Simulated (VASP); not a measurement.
Input:

```xyz
4
Lattice="4.4166 2.2083 2.2083 2.2083 4.4166 2.2083 2.2083 2.2083 4.4166" Properties=species:S:1:pos:R:3 pbc="T T T"
Fe     0.0000     0.0000     0.0000
Fe     4.4166     4.4166     4.4166
O      2.2083     2.2083     2.2083
O      6.6249     6.6249     6.6249
```
Starting moments (μB, in the order of the record's atoms Fe Fe O O): 4.0 -4.0 0.0 0.0.

These are PBE GGA + U (Dudarev), VASP's PBE PAW potentials (set 64) (plane waves; VASP) values and carry that method's errors. Settings: 520 eV cut-off, 8×8×8 Γ-centred mesh, Gaussian smearing of 0.050 eV, potentials Fe O, U − J: Fe 5.00 eV.

Question: What does the run give for the cell moment, energy per atom (σ→0), pressure, band gap (on the k-mesh) with the smallest direct gap where there is one?

Answer: 
| Item | Value |
|---|---|
| band gap (on the k-mesh) | none (metal, semimetal or under 0.01 eV) |
| cell moment | 0.00 μB |
| energy per atom (σ→0) | -6.285 eV/atom |
| pressure | -8.25 GPa |

Question: Give the moment on each site (PAW-sphere projection).

Answer: 
```json
[
 {"site": "Fe1", "moment (μB)": "3.77"},
 {"site": "Fe2", "moment (μB)": "-3.77"},
 {"site": "O3", "moment (μB)": "0.00"},
 {"site": "O4", "moment (μB)": "0.00"}
]
```

The compound is FeO in the rock salt, AFM-II order structure. The cell was not relaxed at this level. The run is one of a series of settings (LDAU = .TRUE., LDAUJ = 0 0, LDAUL = 2 -1, LDAUTYPE = 2, LDAUU = 5.0 0 against the base run), some of them coarse on purpose. A gapless solution with U can be a metastable orbital state.
